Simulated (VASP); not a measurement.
An input for Ansatz (written as the equivalent of a VASP run, and not itself run):

Ansatz 0.2 input:
```yaml
crystal:
  lattice:
    - [3.3150000, 0.0000000, 0.0000000]
    - [0.0000000, 3.3150000, 0.0000000]
    - [0.0000000, 0.0000000, 3.3150000]
  atoms:
    - { symbol: Pt, position: [0.0000000, 0.0000000, 0.0000000] }
    - { symbol: As, position: [0.5000000, 0.5000000, 0.5000000] }
kpoints:
  mp_grid: { grid: [10, 10, 10] }
hamiltonian:
  xc: r2scan
  pseudopotentials: { kind: paw }
scf:
  occupations: { method: methfessel_paxton, width: 0.1 }
  max_iter: 100
relax:
  max_steps: 60
  f_tol: 0.01
  cell: {}
output: { forces: true, stress: true, eigenvalues: true }
```

**Question.** Translate this input to VASP (INCAR, KPOINTS, POSCAR, choice of POTCAR).

**Answer.** One answer among several that fit: 
### KPOINTS
```
Automatic mesh
0
Gamma
10 10 10
0 0 0
```

### POSCAR
```
PtAs
1
    3.3150000000     0.0000000000     0.0000000000
    0.0000000000     3.3150000000     0.0000000000
    0.0000000000     0.0000000000     3.3150000000
Pt As
1 1
Direct
  0.0000000000   0.0000000000   0.0000000000
  0.5000000000   0.5000000000   0.5000000000
```

**INCAR**
```
# general
SYSTEM   =  PtAs
PREC     =  Accurate
ENCUT    =  400
LREAL    =  F
LASPH    =  T

# electronic loop
EDIFF    =  1E-6
NELM     =  100
ALGO     =  Normal
LMAXMIX  =  6
LMIXTAU  =  T

# smearing
ISMEAR   =  1
SIGMA    =  0.1

# functional
METAGGA  =  R2SCAN

# ions
IBRION   =  2
NSW      =  60
ISIF     =  3
EDIFFG   =  -0.01

# output
LWAVE    =  F
LCHARG   =  F
```

POTCAR, in this order: Pt As (PBE.64 set). Program: vasp_std.

Limits of the translation: each code has its own PAW files, so the cut-off isn't converted (ENCUT is set for VASP's; basis.ecutwfc is left out, and Ansatz then takes the one that its files recommend); Ansatz stops its SCF on the density residual and VASP on the energy change (EDIFF).

The structure was generated: PtAs was put into the CsCl type type (Pm-3m), which need not be its known phase. This run relaxes it. Symmetry was kept, so distortions that lower it aren't found.
